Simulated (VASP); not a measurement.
Wanted: the native input for a VASP 6.6.1 run.

- Task: relaxation of cell and atoms
- Functional: LDA
- Potentials or basis: VASP PAW LDA potentials, release 64 (Pb_d, C)
- Cutoff: 600 eV
- k mesh: 10 × 10 × 10
- Occupations: gaussian, width 0.02 eV
- Spin: no spin polarisation
- Dipole correction: no
- Further INCAR settings: ALGO = Fast; EDIFF = 1e-07; IBRION = 2; EDIFFG = -0.005; NSW = 100; ISIF = 3

The structure of PbC2 lies in POSCAR:

```
PbC2
1.0
   -1.9955419087      1.9955419087      3.3041199795
    1.9955419087     -1.9955419087      3.3041199795
    1.9955419087      1.9955419087     -3.3041199795
Pb C
1 2
Direct
    0.0000000000      0.0000000000      0.0000000000
    0.5953192420      0.5953192420      0.0000000000
    0.4046807580      0.4046807580      0.0000000000
```

The cell comes from a database or a generator and needn't be the stable form of this composition.

These files were run (other wordings do the same):

INCAR

```
PREC = Accurate
ENCUT = 600
EDIFF = 1E-7
ISMEAR = 0
SIGMA = 0.02
LREAL = False
LASPH = True
NELM = 60
ALGO = Fast
ISIF = 3
LWAVE = False
LCHARG = False
IBRION = 2
NSW = 100
EDIFFG = -0.005
```

KPOINTS

```
Automatic mesh
0
Gamma
  10 10 10
```

Potentials or basis: VASP PAW LDA potentials, release 64 (Pb_d, C).

Command:

```bash
$ cat potpaw_LDA.64/Pb_d/POTCAR potpaw_LDA.64/C/POTCAR > POTCAR
$ mpirun -np 1 vasp_std > vasp.out
```

Results of the run:

```yaml
Relaxed_volume: 17.65 Å³/atom
Relaxed_cell: a = 4.353 Å, b = 4.353 Å, c = 4.353 Å, α = 125.29°, β = 125.29°, γ = 81.07°
Space_group_after_relaxing_to_0.05_Å: I4/mmm (No. 139)
Energy_gained_by_relaxing: 0.1 meV/atom
Ionic_steps: 10
Pressure_after_relaxing: 0.0 GPa
Band_gap_on_the_k_mesh: 1.58 eV, indirect (least direct gap 2.23 eV)
```

Caveat: the standard files for N, O and F lose accuracy on very short bonds; spin-orbit coupling is left out, which as a rule narrows the gap of such compounds by several tenths of an eV.

Run time: 7 min on 1 thread of Intel(R) Xeon(R) Platinum 8488C (Sapphire Rapids), on a shared host, peak memory 0.25 GiB.
